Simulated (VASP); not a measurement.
# Ta2SiO3 (R-3m) in VASP: further runs

One crystal, Ta2SiO3, is run at these levels: PBE; tasks: relaxation of cell and atoms.

Everything below comes from runs of VASP 6.6.1. Logs are shortened: lines on timing, memory, paths and dates and some standing lists are left out, and cuts for length are marked.

**1. The structure**

It takes space group R-3m (No. 166, trigonal). Conventional cell: a = 4.639 Å, b = 4.639 Å, c = 13.457 Å, α = 90.00°, β = 90.00°, γ = 120.00°. Ta (site symmetry 3m) has 3 O at 2.27 Å as nearest neighbours. Si (site symmetry -3m) has 6 O at 2.61 Å and 6 Ta at 2.71 Å as nearest neighbours. Around O (site symmetry 2/m) lie 2 Ta at 2.27 Å and 4 O at 2.32 Å.

The cell was built by a generator and needn't be a form met in nature.

**2. Relaxation of cell and atoms, PBE**

INCAR reads:

```
  PREC = Normal
  ENCUT = 520
  EDIFF = 1E-4
  ISMEAR = 0
  SIGMA = 0.15
  LREAL = False
  LASPH = True
  NELM = 60
  ALGO = Fast
  ISIF = 3
  LWAVE = False
  LCHARG = False
  GGA = PE
  IBRION = 2
  NSW = 24
  EDIFFG = -0.08
  KPAR = 2
```

KPOINTS reads:

```
Automatic mesh
0
Gamma
  4 4 4
```

POSCAR reads:

```
Ta2SiO3
1.0
    2.3197192200      1.3392905200      4.4858146300
   -2.3197192200      1.3392905200      4.4858146300
    0.0000000000     -2.6785810400      4.4858146300
Ta Si O
2 1 3
Direct
    0.8026371300      0.8026371300      0.8026371300
    0.1973628700      0.1973628700      0.1973628700
    0.5000000000      0.5000000000      0.5000000000
    0.5000000000      0.5000000000      0.0000000000
    0.0000000000      0.5000000000      0.5000000000
    0.5000000000      0.0000000000      0.5000000000
```

Potentials or basis: VASP PAW PBE potentials, release 64 (Ta_pv, Si, O).

On the command line:

```sh
$ cat potpaw_PBE.64/Ta_pv/POTCAR potpaw_PBE.64/Si/POTCAR potpaw_PBE.64/O/POTCAR > POTCAR
$ mpirun -np 2 vasp_std > vasp.out
```

OUTCAR:

```text
PREC = Normal
   ENCUT = 520
   EDIFF = 1E-4
   ISMEAR = 0
   LREAL = False
   LASPH = True
   NELM = 60
   ISIF = 3
   GGA = PE
   IBRION = 2
   NSW = 24
   EDIFFG = -0.08

 ion  position               nearest neighbor table
   1  0.803  0.803  0.803-   5 2.27   6 2.27   4 2.27   3 2.71   3 2.71   3 2.71   2 2.80   2 2.80
                             2 2.80
   2  0.197  0.197  0.197-   5 2.27   6 2.27   4 2.27   3 2.71   3 2.71   3 2.71   1 2.80   1 2.80
                             1 2.80
   3  0.500  0.500  0.500-   2 2.71   2 2.71   1 2.71   1 2.71   2 2.71   1 2.71
   4  0.500  0.500  0.000-   1 2.27   2 2.27
   5  0.000  0.500  0.500-   1 2.27   2 2.27
   6  0.500  0.000  0.500-   1 2.27   2 2.27

  LATTYP: Found a trigonal (rhomboedric) cell.
 ALAT       =     5.2246846078
 COS(alpha) =     0.6057418489

  Lattice vectors:

 A1 = (   2.3197192200,   1.3392905200,   4.4858146300)
 A2 = (  -2.3197192200,   1.3392905200,   4.4858146300)
 A3 = (   0.0000000000,  -2.6785810400,   4.4858146300)

Analysis of symmetry for initial positions (statically):
=====================================================================
 Subroutine PRICEL returns:
 Original cell was already a primitive cell.

 Routine SETGRP: Setting up the symmetry group for a
 trigonal (rhombohedral) supercell.

 Subroutine GETGRP returns: Found 12 space group operations
 (whereof 12 operations were pure point group operations)
 out of a pool of 12 trial point group operations.

The static configuration has the point symmetry D_3d.

Analysis of symmetry for dynamics (positions and initial velocities):
=====================================================================
 Subroutine PRICEL returns:
 Original cell was already a primitive cell.

 Routine SETGRP: Setting up the symmetry group for a
 trigonal (rhombohedral) supercell.

 Subroutine GETGRP returns: Found 12 space group operations
 (whereof 12 operations were pure point group operations)
 out of a pool of 12 trial point group operations.

The dynamic configuration has the point symmetry D_3d.

 Subroutine INISYM returns: Found 12 space group operations
 (whereof 12 operations are pure point group operations),
 and found     1 'primitive' translations

----------------------------------------------------------------------------------------

                                     Primitive cell

  volume of cell :      83.6186

  direct lattice vectors                    reciprocal lattice vectors
     2.319719220  1.339290520  4.485814630     0.215543328  0.124443998  0.074308317
    -2.319719220  1.339290520  4.485814630    -0.215543328  0.124443998  0.074308317
     0.000000000 -2.678581040  4.485814630     0.000000000 -0.248887996  0.074308317

  length of vectors
     5.224684608  5.224684608  5.224684611     0.259744029  0.259744029  0.259744029

  position of ions in fractional coordinates (direct lattice)
     0.802637130  0.802637130  0.802637130
     0.197362870  0.197362870  0.197362870
     0.500000000  0.500000000  0.500000000
     0.500000000  0.500000000  0.000000000
     0.000000000  0.500000000  0.500000000
     0.500000000  0.000000000  0.500000000

  ion indices of the primitive-cell ions
   primitive index   ion index
                 1           1
                 2           2
                 3           3
                 4           4
                 5           5
                 6           6

----------------------------------------------------------------------------------------

 KPOINTS: Automatic mesh

Automatic generation of k-mesh.
 Grid dimensions read from file:
 generate k-points for:    4    4    4

 Generating k-lattice:

  Cartesian coordinates                     Fractional coordinates (reciprocal lattice)
     0.053885832  0.031110999  0.018577079     0.250000000  0.000000000  0.000000000
    -0.053885832  0.031110999  0.018577079     0.000000000  0.250000000  0.000000000
     0.000000000 -0.062221999  0.018577079     0.000000000  0.000000000  0.250000000

  Length of vectors
     0.064936007  0.064936007  0.064936007

  Shift w.r.t. Gamma in fractional coordinates (k-lattice)
     0.000000000  0.000000000  0.000000000

 Subroutine IBZKPT returns following result:
 ===========================================

 Found     13 irreducible k-points:

 Following reciprocal coordinates:
            Coordinates               Weight
  0.000000  0.000000  0.000000      1.000000
  0.250000  0.000000  0.000000      6.000000
  0.500000  0.000000  0.000000      3.000000
  0.250000  0.250000  0.000000      6.000000
  0.500000  0.250000  0.000000     12.000000
 -0.250000  0.250000  0.000000      6.000000
  0.500000  0.500000  0.000000      3.000000
  0.250000  0.250000  0.250000      2.000000
  0.500000  0.250000  0.250000      6.000000
 -0.250000  0.250000  0.250000      6.000000
  0.500000  0.500000  0.250000      6.000000
 -0.250000  0.500000  0.250000      6.000000
  0.500000  0.500000  0.500000      1.000000
   k-points           NKPTS =     13   k-points in BZ     NKDIM =     13   number of bands    NBANDS=     26
   number of dos      NEDOS =    301   number of ions     NIONS =      6
   total plane-waves  NPLWV =  27000
   dimension x,y,z NGX =    30 NGY =   30 NGZ =   30
   dimension x,y,z NGXF=    60 NGYF=   60 NGZF=   60
   ions per type =               2   1   3
   NGX,Y,Z   is equivalent  to a cutoff of   9.55,  9.55,  9.55 a.u.
   NGXF,Y,Z  is equivalent  to a cutoff of  19.09, 19.09, 19.09 a.u.
 SYSTEM =  unknown system
   PREC   = normal    normal or accurate (medium, high low for compatibility)
   ISTART =      0    job   : 0-new  1-cont  2-samecut
   ICHARG =      2    charge: 1-file 2-atom 10-const
   ISPIN  =      1    spin polarized calculation?
   LNONCOLLINEAR =      F non collinear calculations
   LSORBIT =      F    spin-orbit coupling
   LASPH  =      T    aspherical Exc in radial PAW
   ENCUT  =  520.0 eV  38.22 Ry    6.18 a.u.   9.71  9.71  9.71*2*pi/ulx,y,z
   NELM   =     60;   NELMIN=  2; NELMDL= -5     # of ELM steps
   EDIFF  = 0.1E-03   stopping-criterion for ELM
   LREAL  =      F    real-space projection
   EDIFFG = -.8E-01   stopping-criterion for IOM
   NSW    =     24    number of steps for IOM
   IBRION =      2    ionic relax: 0-MD 1-quasi-New 2-CG
   NFREE  =      1    steps in history (QN), initial steepest desc. (CG)
   ISIF   =      3    stress and relaxation
   ISYM   =      2    0-nonsym 1-usesym 2-fastsym
   POTIM  = 0.5000    time-step for ionic-motion
   TEBEG  =    0.0;   TEEND  =   0.0 temperature during run
   PSTRESS=    0.0 pullay stress
   NELECT =      44.0000    total number of electrons
   NUPDOWN=      -1.0000    fix difference up-down
   EMIN   =  10.00;   EMAX   =-10.00  energy-range for DOS
   EFERMI =   0.00;   METHOD = LEGACY
   ISMEAR =     0;   SIGMA  =   0.15  broadening in eV -4-tet -1-fermi 0-gaus
   EFERMI_NEDOS =   21; number of points for ismear=-14 and -15
   IALGO  =     68    algorithm
   IMIX   =      4    mixing-type and parameters
     AMIX     =   0.40;   BMIX     =  1.00
     AMIX_MAG =   1.60;   BMIX_MAG =  1.00
  volume/ion in A,a.u.               =      13.94        94.05
  Fermi-wavevector in a.u.,A,eV,Ry     =   1.321675  2.497604 23.767007  1.746826
  Thomas-Fermi vector in A             =   2.451412
   LORBIT       =      0    0 simple, 1 ext, 2 COOP (PROOUT), +10 PAW based schemes
   GGA     = PE    functional components
   LHFCALC =     F    Hartree Fock is set to
   AEXX    =    0.0000 exact exchange contribution
   IVDW    =     0    specifies the selected vdW correction
   LEPSILON=     F    determine dielectric tensor
   LRPA    =     F    only Hartree local field effects (RPA)
 conjugate gradient relaxation of ions
 non-spin polarized calculation
 RMM-DIIS sequential band-by-band and
 Gauss-broadening in eV      SIGMA  =   0.15
  energy-cutoff  :      520.00
  volume of cell :       83.62
 maximum number of plane-waves:      2284
   NGX = 19   NGY = 19   NGZ = 19

--------------------------------------- Ionic step        1  -------------------------------------------

 number of electron      44.0000011 magnetization

 Free energy of the ion-electron system (eV)
  ---------------------------------------------------
  ext. energy  EPLUGINS =         0.00000000
  ---------------------------------------------------
  free energy    TOTEN  =       -44.74754952 eV

  energy without entropy =      -44.69344786  energy(sigma->0) =      -44.72049869

------------------------ aborting loop because EDIFF is reached ----------------------------------------

  FORCE on cell =-STRESS in cart. coord.  units (eV):
  Direction    XX          YY          ZZ          XY          YZ          ZX
  --------------------------------------------------------------------------------------
  -------------------------------------------------------------------------------------
  Total        4.5211263      4.5211263    -20.8400277      0.0000000     -0.0000000     -0.0000000
  in kB       86.6272302     86.6272307   -399.3062284      0.0000000     -0.0000000     -0.0000000
  external PRESSURE =     -75.3505892 kB  Pullay stress =       0.0000000 kB
[... 101 lines left out ...]
  FREE ENERGIE OF THE ION-ELECTRON SYSTEM (eV)
  ---------------------------------------------------
  free  energy   TOTEN  =       -48.8354114847 eV

  energy  without entropy=      -48.8253087084  energy(sigma->0) =      -48.83036010

 E-fermi :   4.7236     XC(G=0): -10.4752

 val. band max:        4.6448888408   @ k =   0.0000   0.0000   0.0000
 cond. band min:       4.9097855427   @ k =   0.5000   0.2500   0.2500
 fundamental gap:      0.2648967019
 Fermi energy:         4.7235804662

 k-point     1 :       0.0000    0.0000    0.0000
  band No.  band energies     occupation
      1     -31.5150      2.00000
      2     -31.4535      2.00000
      3     -31.4535      2.00000
      4     -31.3683      2.00000
      5     -31.3303      2.00000
      6     -31.3303      2.00000
[... 366 lines left out ...]
     25       6.1823      0.00000
     26       6.1871      0.00000

[... ionic steps 4 to 14 ...]

--------------------------------------- Ionic step       15  -------------------------------------------

 number of electron      43.9999963 magnetization

------------------------ aborting loop because EDIFF is reached ----------------------------------------

  FORCE on cell =-STRESS in cart. coord.  units (eV):
  Direction    XX          YY          ZZ          XY          YZ          ZX
  --------------------------------------------------------------------------------------
  -------------------------------------------------------------------------------------
  Total       -0.2744792     -0.2744792     -0.7277849      0.0000000      0.0000000      0.0000000
  in kB       -4.5064946     -4.5064946    -11.9490236      0.0000000      0.0000000      0.0000000
  external PRESSURE =      -6.9873376 kB  Pullay stress =       0.0000000 kB
[... 65 lines left out ...]
  energy  without entropy=      -50.5676944119  energy(sigma->0) =      -50.57399458

--------------------------------------- Ionic step       17  -------------------------------------------

 number of electron      43.9999982 magnetization

 Free energy of the ion-electron system (eV)
  ---------------------------------------------------
  ext. energy  EPLUGINS =         0.00000000
  ---------------------------------------------------
  free energy    TOTEN  =       -50.58005102 eV

  energy without entropy =      -50.56749575  energy(sigma->0) =      -50.57377339

 E-fermi :   4.4556     XC(G=0): -10.3332

 val. band max:        4.2643446979   @ k =   0.5000   0.5000   0.0000
 cond. band min:       4.4934509094   @ k =   0.2500   0.2500   0.0000
 fundamental gap:      0.2291062115
 Fermi energy:         4.4555969631

 k-point     1 :       0.0000    0.0000    0.0000
  band No.  band energies     occupation
      1     -31.8022      2.00000
      2     -31.7675      2.00000
      3     -31.7675      2.00000
      4     -31.6696      2.00000
      5     -31.6696      2.00000
      6     -31.6395      2.00000
[... 399 lines left out ...]
  FREE ENERGIE OF THE ION-ELECTRON SYSTEM (eV)
  ---------------------------------------------------
  free  energy   TOTEN  =       -50.5800510223 eV

  energy  without entropy=      -50.5674957501  energy(sigma->0) =      -50.57377339

 reached required accuracy - stopping structural energy minimisation
```

It took 2.9 min on 2 MPI ranks of Intel Xeon Platinum 8488C (Sapphire Rapids), shared host; peak memory 0.18 GiB.

What came out:

* Free energy: -50.5801 eV
* Relaxed volume: 16.05 Å³/atom
* Relaxed cell: a = 5.491 Å, b = 5.491 Å, c = 5.491 Å, α = 52.43°, β = 52.43°, γ = 52.43°
* Space group after relaxing (to 0.05 Å): R-3m (No. 166)
* Energy gained by relaxing: 972.1 meV/atom
* Ionic steps: 17
* Pressure after relaxing: 0.3 GPa
* Largest force after relaxing: 0.043 eV/Å
* Band gap on the k mesh: none (metal or under the smearing width)

Forces in eV/Å, atoms in the order of the input:
```
Ta   0.000  0.000 -0.043
Ta   0.000  0.000  0.043
Si   0.000  0.000  0.000
O    0.000  0.000  0.000
O    0.000  0.000  0.000
O    0.000  0.000  0.000
```

Stress tensor (GPa, compression positive):
```
 0.70  0.00  0.00
 0.00  0.70  0.00
 0.00  0.00 -0.44
```

The path:
```csv
step,energy change (eV),largest force (eV/Å),pressure (GPa),volume (Å³)
1,0.0000,6.5366,-7.54,83.62
2,-3.3826,2.8874,35.23,74.76
3,-4.0879,2.0734,14.00,77.03
4,-4.0910,1.5490,15.78,76.79
5,-4.8471,1.4542,-1.75,89.39
6,-4.8503,1.4512,-2.25,90.08
7,-5.4697,0.5257,1.00,93.94
8,-5.5490,2.1363,4.18,95.92
9,-5.7481,0.8727,-6.13,101.61
10,-5.7678,0.1709,-3.91,100.23
11,-5.8267,0.1541,-0.90,98.35
12,-5.8287,0.2167,-0.22,97.98
13,-5.8306,0.0180,-0.72,97.81
14,-5.8307,0.0429,-1.02,97.77
15,-5.8315,0.0326,-0.70,97.58
16,-5.8327,0.0367,-0.33,97.15
17,-5.8325,0.0430,0.32,96.29
```

Final structure:
```
Ta Si O
1.0
     2.42592    1.40060    4.72311
    -2.42592    1.40060    4.72311
     0.00000   -2.80121    4.72311
Ta Si O
2 1 3
Cartesian
  0.0000 0.0000 10.7171
  0.0000 0.0000 3.4523
  0.0000 0.0000 7.0847
  0.0000 1.4006 4.7231
  -1.2130 -0.7003 4.7231
  1.2130 -0.7003 4.7231
```

Caveat: the k mesh is coarse (spacing up to 0.41 Å⁻¹), so the values aren't converged; the volume moved by over 15 % at a fixed basis, so the end points are rough; the relaxation stopped at a loose force limit of 0.08 eV/Å, so its end isn't a converged minimum.

(Part 1 of 2 ends here.)
